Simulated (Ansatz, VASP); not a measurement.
**Al36Ga12HN48 (H transfer from N to N) in two plane-wave programs**

Aim: how closely do two programs agree when they are given the same cell, functional and k mesh? The cell is taken from a series of runs on this material, whose earlier steps may have relaxed, scaled, displaced or heated it; both programs get it as it stands.

Program: Ansatz 0.2.0. Level of theory: plane waves, with VASP 6.6.1 beside it; single point at r2SCAN. Results are calculated unless marked as measured.

### 1. The starting structure

The cell holds 97 atoms: 36 Al, 12 Ga, 48 N and 1 H. Its edges and angles: a = 10.087 Å, b = 9.390 Å, c = 10.836 Å, α = 90.0°, β = 90.0°, γ = 90.0°. It derives from Al3GaN4 (Al3GaN4 (Pm)). Nearest the centre at fractional (0.437, 0.500, 0.502): H97 at 0.85 Å, Al26 at 1.26 Å, N86 at 1.48 Å, N59 at 1.51 Å, Al10 at 2.15 Å, Al30 at 2.57 Å, Al36 at 2.57 Å, N64 at 2.64 Å. The cell carries charge +1.

### 2. VASP: single point, r2SCAN, pair 1

A single point gives forces, pressure and levels at one fixed geometry, so differences don't come from the geometry; what else differs is listed under the comparison.

Lines of VASP's logs that name or quote its potential files are left out, and so is its time.

The input, INCAR:

```
SYSTEM = Al36Ga12HN48
PREC = Accurate
ENCUT = 580
EDIFF = 1E-06
NELM = 120
ISMEAR = 0
SIGMA = 0.01
LREAL = Auto
ALGO = Normal
METAGGA = R2SCAN
LASPH = .TRUE.
NELECT = 504
NBANDS = 320
LORBIT = 11
LWAVE = .FALSE.
LCHARG = .FALSE.
ISIF = 2
ISYM = 0
GGA_COMPAT = .FALSE.
EFERMI = MIDGAP
LMIXTAU = .TRUE.
NCORE = 2
```

The input, POSCAR:

```
Al36Ga12HN48
1.0
   10.0869230277      0.0000000000      0.0002529055
    0.0000000000      9.3901587298      0.0000000000
   -0.0064480299      0.0000000000     10.8360210313
Al Ga N H
36 12 48 1
Direct
    0.2505394712      0.1665974252      0.0833231094
    0.0011899544      0.1665844684      0.4167074032
[... 1 atom line left out ...]
    0.2499496941      0.1666395923      0.5828549212
[... 2 atom lines left out ...]
    0.2505100606      0.5000385137      0.0833850354
    0.9987087781      0.5001048852      0.4157307890
[... 1 atom line left out ...]
    0.2429671334      0.5000413635      0.5832571624
[... 5 atom lines left out ...]
    0.2499502427      0.8334330980      0.5828599431
[... 3 atom lines left out ...]
    0.5002517934      0.1660080893      0.4161795118
[... 1 atom line left out ...]
    0.7513210113      0.1654187510      0.5825924943
[... 3 atom lines left out ...]
    0.5019039990      0.5001138891      0.4027517431
    0.5009622303      0.3321895902      0.1633347132
    0.7544611008      0.5000405064      0.5829131477
    0.5003200013      0.5000998091      0.9178879817
    0.5013945182      0.3211259494      0.6719144906
[... 1 atom line left out ...]
    0.5002543958      0.8341986761      0.4161825345
    0.5009625694      0.6679814471      0.1633257229
    0.7513204660      0.8346670365      0.5825936560
[... 1 atom line left out ...]
    0.5013844297      0.6790287123      0.6719092537
[... 2 atom lines left out ...]
    0.2497719025      0.3330469921      0.3326545529
    0.2495410373      0.3335322960      0.8330905851
    0.2497774203      0.6670502476      0.3326499644
    0.2495361205      0.6665595657      0.8330908965
[... 2 atom lines left out ...]
    0.7511976951      0.3317214166      0.3312416469
[... 1 atom line left out ...]
    0.7512001167      0.6683847729      0.3312382060
[... 3 atom lines left out ...]
    0.3128260801      0.1668718067      0.4197152674
[... 5 atom lines left out ...]
    0.0557862938      0.3339586414      0.3328834339
[... 1 atom line left out ...]
    0.3151383563      0.5001093429      0.4215331996
    0.3122270252      0.3334995030      0.1630320548
[... 1 atom line left out ...]
    0.0571188861      0.5000807410      0.5829606697
    0.3128461132      0.5001055461      0.9195308501
    0.3134352302      0.3349019974      0.6619449272
    0.0557955407      0.6662356572      0.3328820680
[... 1 atom line left out ...]
    0.3128324354      0.8333318878      0.4197221048
    0.3122290264      0.6665977140      0.1630199133
[... 3 atom lines left out ...]
    0.3134332106      0.6652002450      0.6619577510
[... 5 atom lines left out ...]
    0.5623278663      0.1651592572      0.5823571566
[... 2 atom lines left out ...]
    0.5570007436      0.3313512511      0.3306987042
    0.5618286842      0.5000812746      0.0832649793
    0.8096401072      0.5001102974      0.4193761845
[... 1 atom line left out ...]
    0.5567558869      0.3327327513      0.8349681131
    0.5558362578      0.5000946261      0.5831488925
[... 1 atom line left out ...]
    0.8086767278      0.3337250637      0.6626550279
    0.5570066960      0.6688611586      0.3306874664
[... 3 atom lines left out ...]
    0.5567497865      0.6674516425      0.8349647355
    0.5623208091      0.8349916947      0.5823654249
[... 1 atom line left out ...]
    0.8086801251      0.6663714825      0.6626473563
    0.4522067549      0.5000638656      0.5793822438
```

The input, KPOINTS:

```
Points of the shifted mesh
1
Reciprocal
 0.2500000000  0.2500000000  0.2500000000 1
```

Potentials, in the order of the species: Al, Ga_d, N and H (PBE family, release 64).

Launch:

```console
$ mpirun -np 8 vasp_std
```

Numbers of over 12 decimals in the logs are rounded to 6 here.

The log of the run:

```text
[banner, memory and clock lines left out]
running    8 mpi-ranks, on    1 nodes
[...]
|                                                                             |
|               ----> ADVICE to this user running VASP <----                  |
|                                                                             |
|     You enforced a specific xc type in the INCAR file but a different       |
|     [... a line on the potential file left out ...]
|     I HOPE YOU KNOW WHAT YOU ARE DOING!                                     |
|                                                                             |

 LDA part: xc-table for (None), standard interpolation
 POSCAR, INCAR and KPOINTS ok, starting setup
[...]
entering main loop
       N       E                     dE             d eps       ncg     rms          rms(c)
DAV:   1     0.765864581753E+04    0.76586E+04   -0.20163E+05   640   0.222E+03
DAV:   2     0.126014214836E+04   -0.63985E+04   -0.59709E+04   640   0.654E+02
DAV:   3    -0.915278766130E+03   -0.21754E+04   -0.20055E+04   928   0.272E+02
DAV:   4    -0.116656699419E+04   -0.25129E+03   -0.24815E+03   896   0.997E+01
DAV:   5    -0.117855805461E+04   -0.11991E+02   -0.11896E+02   912   0.256E+01BRMIX: very serious problems
 the old and the new charge density differ
 old charge density:   505.00000 new  504.00001
    0.585E+01
DAV:   6    -0.100936396664E+04    0.16919E+03   -0.33915E+02  1120   0.561E+01    0.241E+01
DAV:   7    -0.967307867759E+03    0.42056E+02   -0.46191E+01   736   0.161E+01    0.144E+01
DAV:   8    -0.100599297022E+04   -0.38685E+02   -0.15454E+01   768   0.210E+01    0.591E+00
DAV:   9    -0.958170607399E+03    0.47822E+02   -0.10616E+01   672   0.120E+01    0.240E+00
[...]
DAV:  46    -0.964080952320E+03   -0.20911E-04   -0.79423E-05   784   0.362E-02    0.573E-02
DAV:  47    -0.964080951124E+03    0.11962E-05   -0.56060E-06   608   0.857E-03    0.568E-02
DAV:  48    -0.964080950287E+03    0.83655E-06   -0.11837E-06   384   0.417E-03
   1 F= -.96408095E+03 E0= -.96408095E+03  d E =0.000000E+00
```

From OUTCAR (step 2):

```text
  FREE ENERGIE OF THE ION-ELECTRON SYSTEM (eV)
  ---------------------------------------------------
  free  energy   TOTEN  =      -964.0809502871 eV

  energy  without entropy=     -964.0809502871  energy(sigma->0) =     -964.08095029
```

The cell is charged against a uniform background.

The run ends at a pressure of -1.36 GPa, with forces up to 0.61 eV/Å.

### 3. Ansatz: single point, r2SCAN, pair 1

Ansatz runs on its default PAW (the set named soft_2) files.

The same cell, functional and mesh now go to Ansatz.

The input, input.yaml:

```yaml
crystal:
  lattice:
    - [10.08692303, 0.0, 0.00025291]
    - [0.0, 9.39015873, 0.0]
    - [-0.00644803, 0.0, 10.83602103]
  atoms:
    - { symbol: Al, position: [0.25053947, 0.16659743, 0.08332311] }
    - { symbol: Al, position: [0.00118995, 0.16658447, 0.4167074] }
    - { symbol: Al, position: [0.00144429, 8.271e-05, 0.16537278] }
    - { symbol: Ga, position: [0.25006325, 4.11e-05, 0.33225688] }
    - { symbol: "N", position: [0.05633357, 9.665e-05, 0.33279634] }
    - { symbol: "N", position: [0.0619914, 0.16675281, 0.08311672] }
    - { symbol: "N", position: [0.31282608, 0.16687181, 0.41971527] }
    - { symbol: "N", position: [0.31240925, 4.556e-05, 0.16263708] }
    - { symbol: Al, position: [0.24994969, 0.16663959, 0.58285492] }
    - { symbol: Al, position: [0.00141365, 0.16642465, 0.91716796] }
    - { symbol: Al, position: [0.00146639, 8.08e-05, 0.66572469] }
    - { symbol: Ga, position: [0.24999381, 5.208e-05, 0.83290555] }
    - { symbol: "N", position: [0.05639831, 9.441e-05, 0.8326799] }
    - { symbol: "N", position: [0.06118709, 0.16730361, 0.58331797] }
    - { symbol: "N", position: [0.31314986, 0.167024, 0.9194344] }
    - { symbol: "N", position: [0.3119502, 5.398e-05, 0.66258848] }
    - { symbol: Al, position: [0.25051006, 0.50003851, 0.08338504] }
    - { symbol: Al, position: [-0.00129122, 0.50010489, 0.41573079] }
    - { symbol: Al, position: [0.00152627, 0.33338557, 0.1649252] }
    - { symbol: Ga, position: [0.2497719, 0.33304699, 0.33265455] }
    - { symbol: "N", position: [0.05578629, 0.33395864, 0.33288343] }
    - { symbol: "N", position: [0.06194667, 0.5000808, 0.08291791] }
    - { symbol: "N", position: [0.31513836, 0.50010934, 0.4215332] }
    - { symbol: "N", position: [0.31222703, 0.3334995, 0.16303205] }
    - { symbol: Al, position: [0.24296713, 0.50004136, 0.58325716] }
    - { symbol: Al, position: [0.00117365, 0.50009789, 0.9171208] }
    - { symbol: Al, position: [-0.00109599, 0.33243955, 0.66588215] }
    - { symbol: Ga, position: [0.24954104, 0.3335323, 0.83309059] }
    - { symbol: "N", position: [0.05561388, 0.33343224, 0.83217329] }
    - { symbol: "N", position: [0.05711889, 0.50008074, 0.58296067] }
    - { symbol: "N", position: [0.31284611, 0.50010555, 0.91953085] }
    - { symbol: "N", position: [0.31343523, 0.334902, 0.66194493] }
    - { symbol: Al, position: [0.25054036, 0.83348169, 0.08331433] }
    - { symbol: Al, position: [0.00119204, 0.83361884, 0.41670631] }
    - { symbol: Al, position: [0.00153062, 0.66678114, 0.16492387] }
    - { symbol: Ga, position: [0.24977742, 0.66705025, 0.33264996] }
    - { symbol: "N", position: [0.05579554, 0.66623566, 0.33288207] }
    - { symbol: "N", position: [0.06199079, 0.83341158, 0.0831132] }
    - { symbol: "N", position: [0.31283244, 0.83333189, 0.4197221] }
    - { symbol: "N", position: [0.31222903, 0.66659771, 0.16301991] }
    - { symbol: Al, position: [0.24995024, 0.8334331, 0.58285994] }
    - { symbol: Al, position: [0.00141224, 0.83377398, 0.91716563] }
    - { symbol: Al, position: [-0.00109533, 0.66772484, 0.66588012] }
    - { symbol: Ga, position: [0.24953612, 0.66655957, 0.8330909] }
    - { symbol: "N", position: [0.05561015, 0.66675328, 0.83217637] }
    - { symbol: "N", position: [0.06119455, 0.83285421, 0.58331516] }
    - { symbol: "N", position: [0.31314804, 0.83319692, 0.91941878] }
    - { symbol: "N", position: [0.31343321, 0.66520025, 0.66195775] }
    - { symbol: Al, position: [0.75135539, 0.16626137, 0.08316788] }
    - { symbol: Al, position: [0.50025179, 0.16600809, 0.41617951] }
    - { symbol: Al, position: [0.50113955, 8.246e-05, 0.16575161] }
    - { symbol: Ga, position: [0.7504948, 4.825e-05, 0.33215659] }
    - { symbol: "N", position: [0.55635266, 9.785e-05, 0.33283815] }
    - { symbol: "N", position: [0.56237628, 0.16590344, 0.08315142] }
    - { symbol: "N", position: [0.81324654, 0.16666168, 0.41952869] }
    - { symbol: "N", position: [0.81258313, 4.702e-05, 0.1628042] }
    - { symbol: Al, position: [0.75132101, 0.16541875, 0.58259249] }
    - { symbol: Al, position: [0.50083521, 0.16529311, 0.91846845] }
    - { symbol: Al, position: [0.50051828, 8.286e-05, 0.66548127] }
    - { symbol: Ga, position: [0.75055018, 4.484e-05, 0.83268711] }
    - { symbol: "N", position: [0.55615075, 9.757e-05, 0.8322262] }
    - { symbol: "N", position: [0.56232787, 0.16515926, 0.58235716] }
    - { symbol: "N", position: [0.81352162, 0.16641538, 0.91955159] }
    - { symbol: "N", position: [0.81258661, 5.309e-05, 0.66282529] }
    - { symbol: Al, position: [0.75095895, 0.50003997, 0.0834047] }
    - { symbol: Al, position: [0.501904, 0.50011389, 0.40275174] }
    - { symbol: Al, position: [0.50096223, 0.33218959, 0.16333471] }
    - { symbol: Ga, position: [0.7511977, 0.33172142, 0.33124165] }
    - { symbol: "N", position: [0.55700074, 0.33135125, 0.3306987] }
    - { symbol: "N", position: [0.56182868, 0.50008127, 0.08326498] }
    - { symbol: "N", position: [0.80964011, 0.5001103, 0.41937618] }
    - { symbol: "N", position: [0.81258655, 0.33331505, 0.16227051] }
    - { symbol: Al, position: [0.7544611, 0.50004051, 0.58291315] }
    - { symbol: Al, position: [0.50032, 0.50009981, 0.91788798] }
    - { symbol: Al, position: [0.50139452, 0.32112595, 0.67191449] }
    - { symbol: Ga, position: [0.75094167, 0.33305345, 0.83441579] }
    - { symbol: "N", position: [0.55675589, 0.33273275, 0.83496811] }
    - { symbol: "N", position: [0.55583626, 0.50009463, 0.58314889] }
    - { symbol: "N", position: [0.81320837, 0.50010006, 0.91973987] }
    - { symbol: "N", position: [0.80867673, 0.33372506, 0.66265503] }
    - { symbol: Al, position: [0.75135753, 0.83381689, 0.08316281] }
    - { symbol: Al, position: [0.5002544, 0.83419868, 0.41618253] }
    - { symbol: Al, position: [0.50096257, 0.66798145, 0.16332572] }
    - { symbol: Ga, position: [0.75120012, 0.66838477, 0.33123821] }
    - { symbol: "N", position: [0.5570067, 0.66886116, 0.33068747] }
    - { symbol: "N", position: [0.56237765, 0.83426325, 0.08314357] }
    - { symbol: "N", position: [0.81325131, 0.83355463, 0.41952725] }
    - { symbol: "N", position: [0.81259127, 0.66678179, 0.1622692] }
    - { symbol: Al, position: [0.75132047, 0.83466704, 0.58259366] }
    - { symbol: Al, position: [0.50083437, 0.83490715, 0.91846088] }
    - { symbol: Al, position: [0.50138443, 0.67902871, 0.67190925] }
    - { symbol: Ga, position: [0.75093878, 0.6670318, 0.83441154] }
    - { symbol: "N", position: [0.55674979, 0.66745164, 0.83496474] }
    - { symbol: "N", position: [0.56232081, 0.83499169, 0.58236542] }
    - { symbol: "N", position: [0.81351988, 0.83378372, 0.91954277] }
    - { symbol: "N", position: [0.80868013, 0.66637148, 0.66264736] }
    - { symbol: H, position: [0.45220675, 0.50006387, 0.57938224] }
total_charge: 1
basis:
  ecutwfc: 500
  xc_grid: 2
hamiltonian:
  xc: r2scan
kpoints:
  mp_grid: { grid: [1, 1, 1], shift: [0.25, 0.25, 0.25] }
scf:
  occupations: { method: fixed }
  max_iter: 120
output:
  forces: true
  eigenvalues: true
checkpoint:
  write: "../qp1.start.r2scan.run"
  compress: false
  write_wavefunctions: false
  write_every: 100000
```

Launch:

```console
$ ansatz run input.yaml --threads 32 --pin off --max-ram 84787MiB --backend cuda --events-out ev --progress --plain --runs-dir out --max-vram 78GiB
```

The log of the run:

```text
Engine: ansatz 0.2.0, aarch64-unknown-linux-gnu
Pseudopotentials: kind: paw
Pseudopotential: Al, paw, valence charge 3, recommended cutoff 500 eV (meta_gga), Al.paw.azcp
Pseudopotential: Ga, paw, valence charge 13, recommended cutoff 500 eV (meta_gga), Ga.paw.azcp
Pseudopotential: N, paw, valence charge 5, recommended cutoff 500 eV (meta_gga), N.paw.azcp
Pseudopotential: H, paw, valence charge 1, recommended cutoff 500 eV (meta_gga), H.paw.azcp
Functional definition: r2SCAN
  parameter k0 = 0.174
  parameter k1 = 0.065
  parameter a1 = 4.9479
  exchange = r2scan_x(k0 = k0, k1 = k1, a1 = a1)
  correlation = r2scan_c
[...]
Crystal: 97 atoms, lattice volume = 1026.364 Å³
Basis set: ecut = 500 eV, 25977 PW (Γ), exchange–correlation on 150×144×160 points (8 copies of the dense FFT grid, shifted against one another)
Bands: 349, of which v1, the nominal top of the filled ones, is band 252 counted from 1 (251 counted from 0)
Symmetry: 1 space group operations
Space group: P1 (ITA 1), of the structure as read, at distance tolerance 1.0e-4 Å
k-points: 1
Non-local potential: Al, projectors of the file, l = 0: 2, l = 1: 2, l = 2: 1
Non-local potential: Ga, projectors of the file, l = 0: 2, l = 1: 2, l = 2: 3, l = 3: 1
Non-local potential: N, projectors of the file, l = 0: 2, l = 1: 2, l = 2: 1
Non-local potential: H, projectors of the file, l = 0: 2, l = 1: 1
PAW form: soft (Blöchl's): semilocal exchange-correlation on the pseudo side does not see the compensation charge
PAW frozen core: Al, regenerated for the run's functional (the file was generated under x = pbe(κ = 0.804, μ = 0.219515), c = pbe(β = 0.066725))
PAW frozen core: Ga, regenerated for the run's functional (the file was generated under x = pbe(κ = 0.804, μ = 0.219515), c = pbe(β = 0.066725))
PAW frozen core: N, regenerated for the run's functional (the file was generated under x = pbe(κ = 0.804, μ = 0.219515), c = pbe(β = 0.066725))
PAW one-centre angular grid: Al, 302 points (default); XC on 160 Gauss nodes
PAW one-centre angular grid: Ga, 590 points (default); XC on 160 Gauss nodes
PAW one-centre angular grid: N, 302 points (default); XC on 160 Gauss nodes
PAW one-centre angular grid: H, 302 points (default); XC on 160 Gauss nodes
Initial density: superposition of atomic densities (neutral atoms scaled as one to the charged cell's electrons: chi_scale 0, normalization atom), corrected by the library's trained network
Initial wavefunctions: pseudopotential atomic-orbital guess
[...]
Functional: x = r2scan, c = r2scan; τ floored in thin density (d = 2e-4 eV/Å³)
SCF iter   1: F=—  HF=-83563.004542 eV  |F-HF|=—  |Δ(HF+E_count)|=         —  Δρ=1.25e-2  dr2=1.31e0  dr2_τ=6.81e0  ethr=1.77e-3  ⟨swp⟩=5.0  Hψ=1269  notcnv=0  defer=92
preconditioner: auto → Resta (q_TF=auto, 2.423 Å⁻¹)  ε∞=3.7  [insulator: Δε(μ)=4.973 eV  Ē_g=15.967 eV  n_scr=252 (ndim 8)  ℏωp=26.0 eV  f_vac=0.000  ε∞_Penn≈3.7]
SCF iter   2: F=—  HF=-83565.574742 eV  |F-HF|=—  |Δ(HF+E_count)|=    2.57e0  Δρ=5.78e-3  dr2=3.09e-1  dr2_τ=6.47e-3  ethr=2.61e-4  ⟨swp⟩=3.0  Hψ=660  notcnv=0  defer=95
SCF iter   3: F=—  HF=-83565.503605 eV  |F-HF|=—  |Δ(HF+E_count)|=   7.11e-2  Δρ=2.93e-3  dr2=5.58e-2  dr2_τ=3.26e-3  ethr=6.13e-5  ⟨swp⟩=2.0  Hψ=498  notcnv=0  defer=38
automatic band count: iteration 3 solves 292 bands in place of 349: the levels show a gap, and the empty bands left out lie too high to hold charge; the band table lists the bands solved (type scf.n_extra_bands for more)
SCF iter   4: F=—  HF=-83565.487061 eV  |F-HF|=—  |Δ(HF+E_count)|=   1.65e-2  Δρ=6.17e-4  dr2=3.23e-3  dr2_τ=5.64e-4  ethr=1.11e-5  ⟨swp⟩=3.0  Hψ=506  notcnv=0  defer=38
SCF iter   5: F=—  HF=-83565.487231 eV  |F-HF|=—  |Δ(HF+E_count)|=   1.70e-4  Δρ=2.17e-4  dr2=4.08e-4  dr2_τ=2.81e-5  ethr=6.41e-7  ⟨swp⟩=2.0  Hψ=459  notcnv=0  defer=38
SCF iter   6: F=—  HF=-83565.487303 eV  |F-HF|=—  |Δ(HF+E_count)|=   7.19e-5  Δρ=8.70e-5  dr2=7.73e-5  dr2_τ=1.45e-5  ethr=8.09e-8  ⟨swp⟩=2.0  Hψ=508  notcnv=0  defer=37
SCF iter   7: F=—  HF=-83565.487848 eV  |F-HF|=—  |Δ(HF+E_count)|=   5.46e-4  Δρ=1.85e-5  dr2=2.95e-6  dr2_τ=3.01e-7  ethr=1.53e-8  ⟨swp⟩=2.0  Hψ=544  notcnv=0  defer=36
[...]
SCF 1 converged in 10 iterations: F = -83565.487851 eV  dr2 = 3.92e-9
[...]
SCF converged after 10 iterations
[...]
atom  61  N     -0.05824989    -0.00013099     0.00377811
  atom  62  N     -0.00443636     0.02516041     0.03396700
  atom  63  N      0.03547950     0.00333652     0.06327627
  atom  64  N      0.01316989    -0.00012613    -0.06567768
  atom  65  Al     0.01760650     0.00066677    -0.01798608
  atom  66  Al    -0.06286341    -0.00055542     0.00780610
  atom  67  Al    -0.01735017    -0.00865122     0.00533829
  atom  68  Ga     0.01843757    -0.00532691     0.00236902
  atom  69  N     -0.06590532     0.04813221     0.01432601
  atom  70  N      0.00775387    -0.00024541    -0.00760808
  atom  71  N      0.03716742    -0.00146041     0.08692187
  atom  72  N      0.01624628     0.00146289    -0.05148213
  atom  73  Al     0.08724234     0.00050024    -0.01355090
  atom  74  Al    -0.03449452    -0.00039567     0.00500237
  atom  75  Al    -0.04674209     0.00461611     0.00392375
  atom  76  Ga     0.01898493     0.00032993     0.01492467
  atom  77  N     -0.06520887    -0.01052243    -0.04390234
  atom  78  N     -0.56745222    -0.00072083    -0.01617205
  atom  79  N      0.03548402    -0.00143720     0.06218331
  atom  80  N      0.02092201     0.01871287    -0.07035936
  atom  81  Al     0.01310120     0.00347467    -0.01501014
  atom  82  Al    -0.03472139     0.00959097    -0.01138355
  atom  83  Al    -0.01727439     0.00814801     0.00538348
  atom  84  Ga     0.01853322     0.00830594     0.00242551
[...]
atom  90  Al    -0.03027303    -0.00138988     0.00463674
  atom  91  Al    -0.04659666    -0.00489634     0.00455312
  atom  92  Ga     0.01895293     0.00286755     0.01482391
  atom  93  N     -0.06493254     0.01041363    -0.04380248
  atom  94  N     -0.00406137    -0.02494904     0.03347269
  atom  95  N      0.03546946    -0.00618552     0.06346999
  atom  96  N      0.02071938    -0.01822952    -0.07001488
  atom  97  H      0.68710461     0.00000595     0.01605801
  max |Σ_I F_I| component: 6.75e-3 eV/Å
--- Band table (eV) ---
  k-point 0: bands = ["-9.7023", "-8.3563", "-8.0768", "-8.0231", "-7.9144", "-7.7598", "-7.7104", "-7.6601", "-7.5345", "-7.5050", "-7.4333", "-7.3966", "-7.3578", "-7.3269", "-7.3151", "-7.2877", "-7.2820", "-7.1856", "-7.1686", "-7.1399", "-7.1154", "-7.0795", "-7.0690", "-7.0428", "-7.0214", "-7.0027", "-6.9663", "-6.9507", "-6.9318", "-6.9099", "-6.8987", "-6.8722", "-6.8413", "-6.7462", "-6.7199", "-6.7109", "- [...]
```

Reading the cycles: dr2 is the Hartree energy of the density residual (eV), the measure of convergence; HF is the Harris–Foulkes estimate of the energy, which meets the free energy F at convergence.

[end of part 1 of 2]

[Lines on the potential files, build, host, timing and source positions are cut from VASP's logs without a mark.]

[Logs are printed without paths, hosts, clocks, repeated set-up lines and the standing remarks that a program may print on its own settings, such as how far it seeks lower states.]

[Hosts, paths, dates, database ids (printed as entryN), source tags and the programs' standing remarks are cut or masked in the printed files.]
